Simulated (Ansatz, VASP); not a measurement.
# GaCo in two plane-wave programs, part 2 of 2

Aim: how closely do two programs agree when they are given the same cell, functional and k mesh? The cell is taken from a series of runs on this material, whose earlier steps may have relaxed, scaled, displaced or heated it; both programs get it as it stands.

VASP 6.6.1 and Ansatz 0.2.0.

So far: The starting structure; Ansatz: single point, r2SCAN.

## Step 3: VASP: single point, r2SCAN

Level of this step: r2SCAN, spin-polarised from a ferromagnetic start; plane waves and PAW (Ga_d, Co) (VASP).

The same cell, functional, mesh and smearing now go to VASP, with its own data sets.

Lines of VASP's logs that name or quote its potential files are left out, and so is its time.

Input file INCAR:

```
SYSTEM = GaCo
PREC = Accurate
ENCUT = 580
EDIFF = 1E-06
NELM = 200
ISMEAR = -1
SIGMA = 0.1
LREAL = .FALSE.
ALGO = Normal
METAGGA = R2SCAN
LASPH = .TRUE.
NBANDS = 44
ISPIN = 2
MAGMOM = -0.03 -0.03 -0.03 0.54 0.54 0.54
LMAXMIX = 4
LORBIT = 11
LWAVE = .FALSE.
LCHARG = .FALSE.
ISIF = 2
GGA_COMPAT = .FALSE.
LMIXTAU = .TRUE.
KPAR = 2
```

Input file POSCAR:

```
GaCo
1.0
    2.8780000000      0.0000000000      2.8780000000
    0.0000000000     -2.8780000000     -2.8780000000
    2.8780000000      2.8780000000     -2.8780000000
Ga Co
3 3
Direct
    0.3333333333      0.6666666667      0.1666666667
    0.6666666667      0.3333333333      0.8333333333
    0.0000000000      0.0000000000      0.5000000000
    0.0000000000      0.0000000000      0.0000000000
    0.3333333333      0.6666666667      0.6666666667
    0.6666666667      0.3333333333      0.3333333333
```

Input file KPOINTS:

```
Automatic mesh
0
Gamma
11 11 8
0 0 0
```

The projector-augmented-wave data sets are Ga_d and Co (PBE family, release 64).

Command:

```sh
$ mpirun -np 2 vasp_std
```

Numbers of over 12 decimals in the logs are rounded to 6 here.

The program printed:

```text
[banner, memory and clock lines left out]
running    2 mpi-ranks, on    1 nodes
 distrk:  each k-point on    1 cores,    2 groups
 distr:  one band on    1 cores,    1 groups

 POSCAR found type information on POSCAR GaCo
 POSCAR found :  2 types and       6 ions
|                                                                             |
|               ----> ADVICE to this user running VASP <----                  |
|                                                                             |
|     You enforced a specific xc type in the INCAR file but a different       |
|     [... a line on the potential file left out ...]
|     I HOPE YOU KNOW WHAT YOU ARE DOING!                                     |
|                                                                             |

 LDA part: xc-table for (None), standard interpolation
 POSCAR, INCAR and KPOINTS ok, starting setup
 FFT: planning ... GRIDC
 FFT: planning ... GRID_SOFT
 FFT: planning ... GRID
 WAVECAR not read
 entering main loop
       N       E                     dE             d eps       ncg     rms          rms(c)
DAV:   1     0.534787685648E+03    0.53479E+03   -0.30885E+04 20392   0.303E+03
DAV:   2     0.776100173190E+01   -0.52703E+03   -0.49582E+03 19360   0.623E+02
DAV:   3    -0.818720950711E+02   -0.89633E+02   -0.85130E+02 20208   0.216E+02
DAV:   4    -0.858932660065E+02   -0.40212E+01   -0.39769E+01 22196   0.506E+01
DAV:   5    -0.860428888086E+02   -0.14962E+00   -0.14949E+00 30120   0.868E+00    0.191E+01
DAV:   6    -0.847940203044E+02    0.12489E+01   -0.61714E+01 21492   0.879E+01    0.252E+01
DAV:   7    -0.750513286683E+02    0.97427E+01   -0.21290E+01 21064   0.582E+01    0.224E+00
DAV:   8    -0.750087348723E+02    0.42594E-01   -0.20260E+00 22800   0.986E+00    0.226E+00
DAV:   9    -0.751765971614E+02   -0.16786E+00   -0.31320E-01 20604   0.544E+00    0.792E-01
DAV:  10    -0.752035785992E+02   -0.26981E-01   -0.35725E-02 25068   0.140E+00    0.443E-01
DAV:  11    -0.752106078497E+02   -0.70293E-02   -0.17723E-02 28068   0.107E+00    0.267E-01
DAV:  12    -0.752120133346E+02   -0.14055E-02   -0.76089E-03 27204   0.665E-01    0.245E-01
DAV:  13    -0.752115899735E+02    0.42336E-03   -0.11731E-03 20720   0.288E-01    0.139E-01
DAV:  14    -0.752120226667E+02   -0.43269E-03   -0.31517E-04 23352   0.175E-01    0.437E-02
DAV:  15    -0.752120805534E+02   -0.57887E-04   -0.89520E-05 23280   0.807E-02    0.146E-02
DAV:  16    -0.752120956011E+02   -0.15048E-04   -0.14571E-05 22468   0.227E-02    0.633E-03
DAV:  17    -0.752121001776E+02   -0.45765E-05   -0.26864E-06 14612   0.157E-02    0.386E-03
DAV:  18    -0.752121048408E+02   -0.46632E-05   -0.61630E-07 11620   0.828E-03    0.140E-03
DAV:  19    -0.752121045636E+02    0.27722E-06   -0.18423E-07 10924   0.314E-03
   1 F= -.75212105E+02 E0= -.75161556E+02  d E =-.101096E+00  mag=     1.2695
```

From OUTCAR (step 3):

```text
ion  position               nearest neighbor table
   1  0.333  0.667  0.167-   6 2.49   6 2.49   4 2.49   5 2.49   5 2.49   4 2.49   4 2.49   6 2.49
                             3 2.88   3 2.88   3 2.88   2 2.88   2 2.88   2 2.88
   2  0.667  0.333  0.833-   5 2.49   5 2.49   4 2.49   6 2.49   6 2.49   4 2.49   4 2.49   5 2.49
                             3 2.88   1 2.88   1 2.88   3 2.88   3 2.88   1 2.88
   3  0.000  0.000  0.500-   5 2.49   6 2.49   4 2.49   4 2.49   6 2.49   5 2.49   6 2.49   5 2.49
                             1 2.88   2 2.88   2 2.88   1 2.88   1 2.88   2 2.88
   4  0.000  0.000  0.000-   1 2.49   2 2.49   3 2.49   3 2.49   2 2.49   1 2.49   2 2.49   1 2.49
                             6 2.88   5 2.88   6 2.88   6 2.88   5 2.88   5 2.88
   5  0.333  0.667  0.667-   2 2.49   2 2.49   3 2.49   1 2.49   1 2.49   3 2.49   3 2.49   2 2.49
                             4 2.88   6 2.88   4 2.88   4 2.88   6 2.88   6 2.88
   6  0.667  0.333  0.333-   1 2.49   1 2.49   3 2.49   2 2.49   2 2.49   3 2.49   3 2.49   1 2.49
                             4 2.88   4 2.88   5 2.88   5 2.88   4 2.88   5 2.88

  LATTYP: Found a hexagonal cell.
 ALAT       =     4.0701066325
 C/A-ratio  =     1.2247448714

 Subroutine GETGRP returns: Found 12 space group operations
 (whereof 12 operations were pure point group operations)

The static configuration has the point symmetry D_3d.

 Found    110 irreducible k-points:

   k-points           NKPTS =    110   k-points in BZ     NKDIM =    110   number of bands    NBANDS=     44

   dimension x,y,z NGX =    32 NGY =   32 NGZ =   40
   dimension x,y,z NGXF=    64 NGYF=   64 NGZF=   80

   ENCUT  =  580.0 eV  42.63 Ry    6.53 a.u.   7.99  7.99  9.79*2*pi/ulx,y,z

   NELECT =      66.0000    total number of electrons

 k-points in reciprocal lattice and weights: Automatic mesh
   0.00000000  0.00000000  0.00000000       0.001
   0.09090909  0.00000000  0.00000000       0.006
   0.18181818  0.00000000  0.00000000       0.006
   0.27272727  0.00000000  0.00000000       0.006
   0.36363636  0.00000000  0.00000000       0.006
   0.45454545  0.00000000  0.00000000       0.006
   0.09090909  0.09090909  0.00000000       0.006
   0.18181818  0.09090909 -0.00000000       0.012
   0.27272727  0.09090909 -0.00000000       0.012
[...]
0.27272727  0.27272727  0.50000000       0.006
   0.36363636  0.27272727  0.50000000       0.006

 average (electrostatic) potential at core
       1 -65.5045       2 -65.5045       3 -65.5043       4 -83.4185       5 -83.4184
       6 -83.4184

 E-fermi :   9.4341

 spin component 1
 k-point     1 :       0.0000    0.0000    0.0000
  band No.  band energies     occupation
    ...
     29       8.5154      0.99990
     30       8.5155      0.99990
     31       8.6265      0.99969
     32       8.6265      0.99969
     33       8.6268      0.99969
     34      12.4290      0.00000
     35      12.4290      0.00000
     36      12.4290      0.00000
     37      12.4290      0.00000
     38      12.7888      0.00000
    ...

 k-point     2 :       0.0909    0.0000    0.0000
  band No.  band energies     occupation
    ...
     29       8.5549      0.99985
     30       8.5754      0.99981
     31       8.5982      0.99977
     32       8.6112      0.99973
     33       8.6683      0.99953
     34      10.9675      0.00000
     35      11.2779      0.00000
     36      12.3340      0.00000
     37      13.3413      0.00000
     38      13.7048      0.00000
    ...

 k-point     3 :       0.1818    0.0000    0.0000
  band No.  band energies     occupation
    ...
     29       8.3612      0.99998
     30       8.4296      0.99996
     31       8.5644      0.99983
     32       8.6682      0.99953
     33       8.9332      0.99337
     34       9.8490      0.01554
     35      10.2757      0.00022
     36      12.1600      0.00000
     37      13.4321      0.00000
     38      14.1816      0.00000
    ...

 k-point     4 :       0.2727    0.0000    0.0000
  band No.  band energies     occupation
    ...
     29       8.2093      1.00000
     30       8.4224      0.99996
     31       8.4876      0.99992
     32       8.6066      0.99975
     33       8.8356      0.99749
     34       9.4370      0.49284
     35       9.4553      0.44717
     36      12.0673      0.00000
     37      12.2245      0.00000
     38      13.9188      0.00000
    ...

 k-point     5 :       0.3636    0.0000    0.0000
  band No.  band energies     occupation
    ...
     30       8.3464      0.99998
     31       8.3753      0.99997
     32       8.3886      0.99997
     33       8.3967      0.99997
     34       8.9233      0.99399
     35       9.6769      0.08113
     36      11.2299      0.00000
     37      11.9763      0.00000
     38      13.1310      0.00000
     39      14.9729      0.00000
    ...

 k-point     6 :       0.4545    0.0000    0.0000
  band No.  band energies     occupation
    ...
     30       8.1722      1.00000
     31       8.1740      1.00000
     32       8.1964      1.00000
     33       8.2850      0.99999
     34       8.7782      0.99858
     35      10.0265      0.00267
     36      10.5139      0.00002
     37      11.8815      0.00000
     38      12.8020      0.00000
     39      15.0412      0.00000
    ...

  Total       -2.1636138     -2.1636138     -2.1636138      0.0001819     -0.0001819     -0.0001819
  in kB      -48.4726430    -48.4726430    -48.4726430      0.0040745     -0.0040745     -0.0040745
  external PRESSURE =     -48.4726430 kB  Pullay stress =       0.0000000 kB

  energy-cutoff  :      580.00
  volume of cell :       71.51
      direct lattice vectors                 reciprocal lattice vectors
     2.878000000  0.000000000  2.878000000     0.231642344 -0.115821172  0.115821172
     0.000000000 -2.878000000 -2.878000000     0.115821172 -0.231642344 -0.115821172
     2.878000000  2.878000000 -2.878000000     0.115821172  0.115821172 -0.115821172

 POSITION                                       TOTAL-FORCE (eV/Angst)
 -----------------------------------------------------------------------------------
      1.43900     -1.43900     -1.43900         0.000000      0.000000     -0.000000
      4.31700      1.43900     -1.43900        -0.000000     -0.000000      0.000000
      1.43900      1.43900     -1.43900        -0.000000     -0.000000      0.000000
      0.00000      0.00000      0.00000        -0.000000     -0.000000      0.000000
      2.87800      0.00000     -2.87800        -0.000000     -0.000000     -0.000000
      2.87800      0.00000      0.00000        -0.000000     -0.000000      0.000000
 -----------------------------------------------------------------------------------
    total drift:                                0.000000     -0.000000     -0.000000

  FREE ENERGIE OF THE ION-ELECTRON SYSTEM (eV)
  ---------------------------------------------------
  free  energy   TOTEN  =       -75.2121045636 eV

  energy  without entropy=      -75.1110082548  energy(sigma->0) =      -75.16155641

 total charge
# of ion       s       p       d       tot
------------------------------------------
    1        0.817   0.889  10.056  11.762
    2        0.817   0.889  10.056  11.762
    3        0.817   0.889  10.056  11.762
    4        0.410   0.478   7.499   8.388
    5        0.410   0.478   7.499   8.388
    6        0.410   0.478   7.499   8.388
--------------------------------------------------
tot          3.681   4.103  52.664  60.448

 magnetization (x)
# of ion       s       p       d       tot
------------------------------------------
    1       -0.003  -0.023  -0.015  -0.040
    2       -0.003  -0.023  -0.015  -0.040
    3       -0.003  -0.023  -0.015  -0.040
    4        0.000  -0.018   0.534   0.517
    5        0.000  -0.018   0.534   0.517
    6        0.000  -0.018   0.534   0.517
--------------------------------------------------
tot         -0.007  -0.123   1.560   1.429

[... 6 further parts left out ...]
```

SCAN-type functionals tend to overstate the moments of itinerant magnets.

## Step 4: Differences

Known differences besides the potentials themselves: VASP starts from the moments at which Ansatz ended; VASP keeps PBE cores, Ansatz makes them for the functional; the data sets hold 90 valence electrons in Ansatz (on its default PAW (the set named soft_2) files) and 66 in VASP; the cutoff is 500 eV in Ansatz and 580 eV in VASP; site moments are counted in spheres of each program's own size. Total energies have different zeros and are not compared.

Compared:

```
          quantity  Ansatz  VASP  difference
 total moment (μB)    1.29  1.27       +0.02
moment on Co4 (μB)    0.54  0.52       +0.02
moment on Co5 (μB)    0.54  0.52       +0.02
moment on Co6 (μB)    0.54  0.52       +0.02
```

## Step 5: Outcome

```json
{
  "difference in total moment (single point, r2SCAN)": "0.018 μB"
}
```

In words: The difference in total moment is 0.018 μB (single point, r2SCAN). The data sets hold unlike numbers of valence electrons (90 in Ansatz and 66 in VASP), so part of the differences may come from the potentials. Such differences can come from data sets, numerical settings and the points named under the comparisons, not from the functional's error against experiment.

[Lines on the potential files, build, host, timing and source positions are cut from VASP's logs without a mark.]

[Logs are printed without paths, hosts, clocks, repeated set-up lines and the standing remarks that a program may print on its own settings, such as how far it seeks lower states.]

[Hosts, paths, dates, database ids (printed as entryN), source tags and the programs' standing remarks are cut or masked in the printed files.]
